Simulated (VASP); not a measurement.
Data:

```
CELL_PARAMETERS angstrom
      3.93940     0.00000     0.00000
      0.00000     3.93940     0.00000
      0.00000     0.00000     3.93940
ATOMIC_POSITIONS crystal
  Sr 0.00000 0.00000 0.00000
  Ti 0.50000 0.50000 0.50000
  O  0.50000 0.00000 0.50000
  O  0.00000 0.50000 0.50000
  O  0.50000 0.50000 0.00000
```

Computed with PBE GGA, VASP's PBE PAW potentials (set 64) (plane waves; VASP). Run with 620 eV cut-off, 6×6×6 Γ-centred mesh, Gaussian smearing of 0.050 eV, potentials Sr_sv Ti_sv O.

Energy and stress use the plane-wave basis of the starting cell.

Task: The ions, cell shape and volume at an external pressure of 5.0 GPa are relaxed. Give the cell that the relaxation ends in.

Result: 
```
CELL_PARAMETERS angstrom
      3.90334     0.00000     0.00000
      0.00000     3.90334     0.00000
      0.00000     0.00000     3.90334
ATOMIC_POSITIONS crystal
  Sr 0.00000 0.00000 0.00000
  Ti 0.50000 0.50000 0.50000
  O  0.50000 0.00000 0.50000
  O  0.00000 0.50000 0.50000
  O  0.50000 0.50000 0.00000
```
Space group Pm-3m (221), at a tolerance of 0.03 Å.

Task: How do energy and volume change from the first to the last step?

Result: The energy (σ→0) changes by +5.0 meV/atom and the volume by -2.7 %, in 3 ionic steps.

The compound is SrTiO3 in the cubic perovskite structure, the ideal cubic form; the compound distorts at low or room temperature. This run relaxes it under an external pressure of 5 GPa. Symmetry was kept, so distortions that lower it aren't found.
